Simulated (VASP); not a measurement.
A convergence study with VASP on CoO (space group no. 225 when undisturbed): a few settings are varied, all else stays as given below, so the limit is that of these other settings. One atom is moved off its site, so that forces are finite.

```yaml
crystal:
  lattice:
    - [4.23870, 2.11935, 2.11935]
    - [2.11935, 4.23870, 2.11935]
    - [2.11935, 2.11935, 4.23870]
  atoms:
    - { symbol: Co, position: [0.00340, 0.00340, 0.00341], spin: 3.0 }
    - { symbol: Co, position: [0.50000, 0.50000, 0.50000], spin: -3.0 }
    - { symbol: O, position: [0.25000, 0.25000, 0.25000] }
    - { symbol: O, position: [0.75000, 0.75000, 0.75000] }
```

Level of theory: PBE GGA, VASP's PBE PAW potentials (set 64) (plane waves; VASP). The last row used: 400 eV cut-off, 10×10×10 Γ-centred mesh, Fermi-Dirac smearing of 0.050 eV, potentials Co O.

```
setting        E (eV/atom)  pressure (GPa)  largest force (eV/Å)  moment (μB)  irreducible k-points
-------------  -----------  --------------  --------------------  -----------  --------------------
EDIFF = 1E-01      -6.6117           34.31                 0.598       -0.066                   116
EDIFF = 1E-02      -6.6037            3.09                 0.566       -0.041                   116
EDIFF = 1E-03      -6.6023      (withheld)            (withheld)   (withheld)                   116
EDIFF = 1E-04      -6.6023           -6.50                 0.554        0.001                   116
EDIFF = 1E-05      -6.6024           -7.28                 0.549        0.004                   116
EDIFF = 1E-06      -6.6024      (withheld)                 0.548        0.004                   116
EDIFF = 1E-07      -6.6024           -7.21                 0.548        0.004                   116
EDIFF = 1E-08      -6.6024           -7.21                 0.548        0.004                   116
EDIFF = 1E-10      -6.6024           -7.21                 0.548        0.004                   116
```

Some entries are withheld; supply them.

- EDIFF = 1E-06, pressure (GPa): -7.26
- EDIFF = 1E-03, pressure (GPa): -5.97
- EDIFF = 1E-03, largest force (eV/Å): 0.552
- EDIFF = 1E-03, moment (μB): -0.009

Left out are rungs that failed or repeat a setting and relaxations that didn't move; long series are thinned to 24 rows.

The structure is a typed CoO crystal (space group no. 225). The cell was not relaxed at this level, it is distorted from the ideal structure. The spin order is the one that the start imposed; others were not tried in this run.
